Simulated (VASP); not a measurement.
Wanted: the native input for a VASP 6.6.1 run.

```yaml
Task: relaxation of the atoms
Functional: PBE
Potentials_or_basis: VASP PAW PBE potentials, release 64 (Al, Mg)
Cutoff: 520 eV
k_mesh: 3 × 2 × 1
Occupations: fermi-dirac, width 0.15 eV
Spin: no spin polarisation
Dipole_correction: no
Atoms_held_fixed_from_0: "[0, 1, 2, 3, 4, 5]"
Further_INCAR_settings: LREAL = Auto; ALGO = Fast; EDIFF = 1e-06; IBRION = 2; EDIFFG = -0.03; NSW = 80
```

The structure of MgAl18 lies in POSCAR:

```
MgAl18
1.0
    5.7275650000      0.0000000000      0.0000000000
    4.2956740000      7.4403250000      0.0000000000
    0.0000000000      0.0000000000     17.6765370000
Al Mg
18 1
Selective dynamics
Direct
    0.1666666600      0.1111111100      0.0565721700  F F F
    0.6666666500      0.1111111100      0.0565721700  F F F
    0.1666666400      0.4444444500      0.0565721700  F F F
    0.6666666300      0.4444444500      0.0565721700  F F F
    0.1666666200      0.7777777900      0.0565721700  F F F
    0.6666666100      0.7777777900      0.0565721700  F F F
   -0.1666666800      0.2222222300      0.1888530900  T T T
    0.3333333200      0.2222222300      0.1888530900  T T T
   -0.1666667000      0.5555555600      0.1888530900  T T T
    0.3333332900      0.5555555600      0.1888530900  T T T
   -0.1666667200      0.8888889000      0.1888530900  T T T
    0.3333332700      0.8888889000      0.1888530900  T T T
    0.0000000000      0.0000000000      0.3211340100  T T T
    0.4999999900      0.0000000000      0.3211340100  T T T
   -0.0000000200      0.3333333400      0.3211340100  T T T
    0.4999999700      0.3333333400      0.3211340100  T T T
   -0.0000000400      0.6666666800      0.3211340100  T T T
    0.4999999500      0.6666666800      0.3211340100  T T T
    0.8333332900      0.5555555600      0.4410670000  T T T
```

The cell was built by a generator and needn't be a form met in nature.

These files were run (other wordings do the same):

INCAR

```
ALGO = Fast ; EDIFF = 1E-6
EDIFFG = -0.03 ; ENCUT = 520
GGA = PE ; IBRION = 2
ISIF = 2 ; ISMEAR = -1
LASPH = T ; LCHARG = F
LREAL = Auto ; LWAVE = F
NELM = 100 ; NSW = 80
PREC = Accurate ; SIGMA = 0.15
```

KPOINTS

```
k-points
0
Gamma
  3 2 1
```

Potentials or basis: VASP PAW PBE potentials, release 64 (Al, Mg).

The run is started by

```bash
$ cat potpaw_PBE.64/Al/POTCAR potpaw_PBE.64/Mg/POTCAR > POTCAR
$ mpirun -np 1 vasp_std > vasp.out
```

It gave:

The energy gained by relaxing is 7.0 meV/atom, the ionic steps are 12 and the band gap on the k mesh is none (metal or under the smearing width).

Caveat: the k mesh is coarse (spacing up to 0.42 Å⁻¹), so the values aren't converged.

Wall time 16 min on 1 thread of Intel(R) Xeon(R) 6975P-C (Granite Rapids), on a shared host, peak memory 0.91 GiB.
